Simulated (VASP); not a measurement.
Wanted: the native input for a VASP 6.6.1 run.

```yaml
Task: density of states
Functional: PBE
Potentials_or_basis: VASP PAW PBE potentials, release 64 (Sn_d, H, Br)
Cutoff: 520 eV
k_mesh: 6 × 6 × 8
Occupations: gaussian, width 0.1 eV
Spin: no spin polarisation
k_mesh_for_the_DOS: 9 × 9 × 12
Occupations_for_the_DOS: tetrahedron
Further_INCAR_settings: ALGO = Fast; EDIFF = 1e-07
```

Sn2HBr3:

```
Sn H Br
1.0
     4.14837   -5.04207    0.00000
     4.14837    5.04207    0.00000
     0.00000    0.00000    4.48206
Sn H Br
2 1 3
Direct
  0.28830 0.71170 0.00000
  0.71170 0.28830 0.00000
  0.50000 0.50000 0.00000
  0.00000 0.00000 0.00000
  0.50000 0.00000 0.50000
  0.00000 0.50000 0.50000
```

The cell was built by a generator and needn't be a form met in nature.

The input as run:

POSCAR

```
Sn2HBr3                                 
1.0
    4.1483700118     -5.0420699746      0.0000000000
    4.1483700118      5.0420699746      0.0000000000
    0.0000000000      0.0000000000      4.4820594485
  Sn              H               Br            
     2     1     3
Direct
     0.2883009030130399    0.7116990969869601    1.0000000000000000
     0.7116990969869601    0.2883009030130399    0.0000000000000000
     0.5000000000000000    0.5000000000000000    0.0000000000000000
     1.0000000000000000    0.0000000000000000    0.0000000000000000
     0.5000000000000000    0.0000000000000000    0.5000000000000000
     1.0000000000000000    0.5000000000000000    0.5000000000000000
```

INCAR.step1

```
SYSTEM = Sn2HBr3
PREC     = Accurate       ! precision mode
ENCUT    = 520            ! plane-wave cutoff, eV
EDIFF    = 1E-7           ! SCF threshold, eV
ISMEAR   = 0              ! smearing method
SIGMA    = 0.1            ! smearing width, eV
LREAL    = .False.        ! projectors in reciprocal space
LASPH    = .True.         ! aspherical terms in the spheres
NELM     = 60             ! most SCF steps
ALGO     = Fast           ! electronic algorithm
ISIF     = 2              ! what is computed and relaxed
LWAVE    = .False.        ! write WAVECAR
LCHARG   = .True.         ! write CHGCAR
GGA      = PE             ! functional
KPAR     = 8
```

KPOINTS.step1

```
regular mesh
0
Gamma
  6 6 8
  0 0 0
```

INCAR.step2

```
SYSTEM = Sn2HBr3
PREC     = Accurate       ! precision mode
ENCUT    = 520            ! plane-wave cutoff, eV
EDIFF    = 1E-7           ! SCF threshold, eV
ISMEAR   = -5             ! smearing method
SIGMA    = 0.1            ! smearing width, eV
LREAL    = .False.        ! projectors in reciprocal space
LASPH    = .True.         ! aspherical terms in the spheres
NELM     = 60             ! most SCF steps
ALGO     = Fast           ! electronic algorithm
ISIF     = 2              ! what is computed and relaxed
LWAVE    = .False.        ! write WAVECAR
LCHARG   = .False.        ! write CHGCAR
GGA      = PE             ! functional
LORBIT   = 10             ! projections on sites
KPAR     = 8            
NEDOS    = 2001           ! points of the DOS
ICHARG   = 11             ! starting density
```

KPOINTS.step2

```
regular mesh
0
Gamma
  9 9 12
  0 0 0
```

Potentials or basis: VASP PAW PBE potentials, release 64 (Sn_d, H, Br).

Command:

```bash
$ cat potpaw_PBE.64/Sn_d/POTCAR potpaw_PBE.64/H/POTCAR potpaw_PBE.64/Br/POTCAR > POTCAR
$ cp INCAR.step1 INCAR
$ cp KPOINTS.step1 KPOINTS
$ mpirun -np 8 vasp_std > vasp.out
$ cp INCAR.step2 INCAR
$ cp KPOINTS.step2 KPOINTS
$ mpirun -np 8 vasp_std > vasp.out
```

Results of the run:

```yaml
Valence_electrons_inside_the_program's_atomic_spheres: Sn 11.97; H 0.51; Br 4.86, 4.83
```

Wall time 110 s on 8 MPI ranks on AMD EPYC 9R45 96-Core Processor (Zen 5), on a shared host, peak memory 0.9 GiB a rank.
